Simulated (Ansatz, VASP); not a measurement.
Two plane-wave programs on MgCdO

```xyz
6
Lattice="4.0218 0.0000 0.0000 0.0000 4.0218 0.0000 0.0000 0.0000 6.3092" Properties=species:S:1:pos:R:3 pbc="T T T"
Mg    0.0000    0.0000    0.0000
Mg    2.0109    2.0109    0.0000
Cd    2.0109    0.0000    3.3977
Cd    0.0000    2.0109    2.9115
O     2.0109    0.0000    5.9775
O     0.0000    2.0109    0.3317
```

Change from the starting cell: species swapped into the GdMnSi type (P4/nmm, No. 129).

Alike in both runs: functional PBE; k mesh 4 × 4 × 4; occupations gaussian, width 0.1 eV; no spin polarisation.

Ansatz relaxed the structure, and its values are those at the end. VASP's run is a single point on that final structure, the one shown.

|  | VASP | Ansatz |
| --- | --- | --- |
| version | VASP 6.6.1 | Ansatz 0.2.0 |
| potentials or method | VASP PAW PBE potentials, release 64 (Mg, Cd, O) | scalar-relativistic, plane waves, PAW |
| plane-wave cutoff (eV) | 520 | 420 |
| valence electrons in the cell | 40 | 72 |

```csv
,VASP,Ansatz,Ansatz less VASP
gap on the k mesh at the Fermi level (eV),none,none,-
pressure (GPa),0.2,0.2,+0.07
rms of the force components (eV/Å),0.007,0.005,-0.0022
```

A gap of «none» marks a metal or a gap that the smearing closes. The functional is the same, so the differences come from potentials, cutoffs and numerics. The two sets of potentials don't hold the same shells in valence.

Caveats: the k mesh is coarse (spacing up to 0.39 Å⁻¹), so the values aren't converged.
